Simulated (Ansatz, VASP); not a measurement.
# InAs: VASP beside Ansatz, part 3 of 3

One calculation is typed for both programs; each brings its own data sets. How far apart do they land? The cell is taken from a series of runs on this material, whose earlier steps may have relaxed, scaled, displaced or heated it; both programs get it as it stands.

VASP 6.6.1 and Ansatz 0.2.0.

So far: Set-up; Ansatz: zone-centre phonons, PBEsol; VASP: zone-centre phonons, PBEsol.

## 3. VASP: zone-centre phonons, PBEsol (continued)

Level of this step: PBEsol; plane waves and PAW (As, In_d) (VASP).

Numbers of over 12 decimals in the logs are rounded to 6 here.

Parts of OUTCAR (step 3):

```text
ion  position               nearest neighbor table
   1  0.750  0.750  0.750-   2 2.63   2 2.63   2 2.63   2 2.63
   2  0.000  0.000  0.000-   1 2.63   1 2.63   1 2.63   1 2.63

  LATTYP: Found a body centered tetragonal cell.
 ALAT       =     4.2613494571
 C/A-ratio  =     1.4443439140

 Subroutine GETGRP returns: Found  2 space group operations
 (whereof  2 operations were pure point group operations)

The static configuration has the point symmetry C_1h.

   k-points           NKPTS =   1728   k-points in BZ     NKDIM =   1728   number of bands    NBANDS=     15

   dimension x,y,z NGX =    32 NGY =   32 NGZ =   32
   dimension x,y,z NGXF=    64 NGYF=   64 NGZF=   64

   ENCUT  =  500.0 eV  36.75 Ry    6.06 a.u.   7.85  7.85  7.77*2*pi/ulx,y,z

   NELECT =      18.0000    total number of electrons

 k-points in reciprocal lattice and weights: Points of the shifted mesh
   0.04166667  0.04166667  0.04166667       0.001
   0.04166667  0.04166667  0.12500000       0.001
   0.04166667  0.04166667  0.20833333       0.001
   0.04166667  0.04166667  0.29166667       0.001
   0.04166667  0.04166667  0.37500000       0.001
   0.04166667  0.04166667  0.45833333       0.001
   0.04166667  0.04166667  0.54166667       0.001
   0.04166667  0.04166667  0.62500000       0.001
   0.04166667  0.04166667  0.70833333       0.001
[...]
0.95833333  0.95833333  0.87500000       0.001
   0.95833333  0.95833333  0.95833333       0.001

 average (electrostatic) potential at core
       1 -49.6034       2 -96.5255

  Total        0.2932533      0.2932533      0.0298978     -0.0028968     -0.0019040     -0.0019040
  in kB        8.4075871      8.4075871      0.8571702     -0.0830506     -0.0545886     -0.0545872
  external PRESSURE =       5.8907814 kB  Pullay stress =       0.0000000 kB

  energy-cutoff  :      500.00
  volume of cell :       55.88
      direct lattice vectors                 reciprocal lattice vectors
     0.000000000  3.013229098  3.077427077    -0.165934943  0.165934943  0.162473387
     3.013229098  0.000000000  3.077427077     0.165934943 -0.165934943  0.162473387
     3.013229098  3.013229098  0.000000000     0.165934943  0.165934943 -0.162473387

 POSITION                                       TOTAL-FORCE (eV/Angst)
 -----------------------------------------------------------------------------------
      4.51977      4.51977      4.61604         0.000054      0.000054      0.000121
      0.00007      0.00007      0.00011        -0.000054     -0.000054     -0.000121
 -----------------------------------------------------------------------------------
    total drift:                                0.000004      0.000004     -0.000003

 Eigenvectors and eigenvalues of the dynamical matrix
 ----------------------------------------------------

   1 f  =    6.405918 THz    40.249571 2PiTHz  213.678432 cm-1    26.492737 meV
             X         Y         Z           dx          dy          dz
      4.519774  4.519774  4.616035     0.012308    0.012308    0.777427
      0.000070  0.000070  0.000106    -0.009922   -0.009922   -0.628575

   2 f  =    6.343552 THz    39.857716 2PiTHz  211.598135 cm-1    26.234813 meV
             X         Y         Z           dx          dy          dz
      4.519774  4.519774  4.616035     0.550473   -0.550473    0.000000
      0.000070  0.000070  0.000106    -0.443824    0.443824   -0.000000

   3 f  =    6.342360 THz    39.850221 2PiTHz  211.558348 cm-1    26.229880 meV
             X         Y         Z           dx          dy          dz
      4.519774  4.519774  4.616035    -0.550335   -0.550335    0.017385
      0.000070  0.000070  0.000106     0.443713    0.443713   -0.014059

   4 f/i=    0.002896 THz     0.018195 2PiTHz    0.096593 cm-1     0.011976 meV
             X         Y         Z           dx          dy          dz
      4.519774  4.519774  4.616035    -0.000552   -0.000552    0.628732
      0.000070  0.000070  0.000106    -0.000683   -0.000683    0.777621

   5 f/i=    0.005858 THz     0.036807 2PiTHz    0.195404 cm-1     0.024227 meV
             X         Y         Z           dx          dy          dz
      4.519774  4.519774  4.616035    -0.443824   -0.443824   -0.000780
      0.000070  0.000070  0.000106    -0.550472   -0.550472   -0.000967

   6 f/i=    0.005859 THz     0.036814 2PiTHz    0.195439 cm-1     0.024231 meV
             X         Y         Z           dx          dy          dz
      4.519774  4.519774  4.616035     0.443824   -0.443824    0.000000
      0.000070  0.000070  0.000106     0.550473   -0.550473    0.000000

 ELASTIC MODULI CONTR FROM IONIC RELAXATION (kBar)
 Direction    XX          YY          ZZ          XY          YZ          ZX
 --------------------------------------------------------------------------------
 XX          -0.0017     -0.0003     -0.0003      0.2037      0.6043      0.0099
 YY          -0.0003     -0.0017     -0.0003      0.1285      0.0691      0.6205
 ZZ          -0.0003     -0.0003     -0.0024      0.7530     -0.1257     -0.0196
 XY           0.2037      0.1285      0.7530   -241.3753      0.8051      1.8296
 YZ           0.6043      0.0691     -0.1257      0.8051   -244.1876      0.7132
 ZX           0.0099      0.6205     -0.0196      1.8296      0.7132   -244.1570
 --------------------------------------------------------------------------------
```

## 4. Side by side

Known differences besides the potentials themselves: the data sets hold 28 valence electrons in Ansatz (on its PAW soft_1 files) and 18 in VASP; the cutoff is 420 eV in Ansatz and 500 eV in VASP; Ansatz makes its cores anew for this functional, VASP keeps those of its PBE data sets. Total energies have different zeros and are not compared.

Compared:

```
                  quantity  Ansatz   VASP  difference
optical mode 1 to 2 (cm⁻¹)   211.3  211.6     -0.14 %
     optical mode 3 (cm⁻¹)   213.1  213.7     -0.26 %
```

Modes are paired by rising frequency, not by their patterns, so a pair may set unlike modes beside each other; they are those without the splitting of longitudinal modes.

## 5. Outcome

```json
{
 "r.m.s. difference of the optical zone-centre modes, each program's sorted by frequency (zone-centre phonons, PBEsol)": "0.40 cm⁻¹"
}
```

In words: The r.m.s. difference of the optical zone-centre modes, each program's sorted by frequency is 0.40 cm⁻¹ (zone-centre phonons, PBEsol). The data sets hold unlike numbers of valence electrons (28 in Ansatz and 18 in VASP), so part of the differences comes from the potentials. How closely two codes agree says nothing of how well the functional describes the real material.

[Lines on the potential files, build, host, timing and source positions are cut from VASP's logs without a mark.]

[Logs are printed without paths, hosts, clocks, repeated set-up lines and the standing remarks that a program may print on its own settings, such as how far it seeks lower states.]

[Hosts, paths, dates, database ids (printed as entryN), source tags and the programs' standing remarks are cut or masked in the printed files.]
